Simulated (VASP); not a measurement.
Here is the system:

```xyz
2
Lattice="0.0000 3.2350 3.2350 3.2350 0.0000 3.2350 3.2350 3.2350 0.0000" Properties=species:S:1:pos:R:3 pbc="T T T"
Na     0.0000     0.0000     0.0000
I      3.2350     3.2350     3.2350
```

Level of theory: PBE GGA, VASP's PBE PAW potentials (set 64) (plane waves; VASP). Run with 400 eV cut-off, 3×3×3 Monkhorst-Pack mesh, Gaussian smearing of 0.050 eV, potentials Na_pv I.

Gaps are read on the run's mesh, which can miss a band edge. Unless said otherwise, spin-orbit coupling is left out, though it shifts the bands of the heavy elements here.

Estimate the energy per atom (σ→0), band gap (on the k-mesh) with the smallest direct gap where there is one.

- band gap (on the k-mesh) = 3.63 eV
- smallest direct gap (on the k-mesh) = 3.63 eV
- energy per atom (σ→0) = -2.671 eV/atom

The absolute energy has meaning only against runs of the same code, potentials and settings.

The compound is NaI in the rock salt structure. The cell was not relaxed at this level. The k-mesh is coarse (spacing up to 0.56 per Å, 2π included), so the numbers may not be converged in it. The run is one of a series of settings (KPOINTS 3×3×3 Monkhorst-Pack mesh against the base run), some of them coarse on purpose.
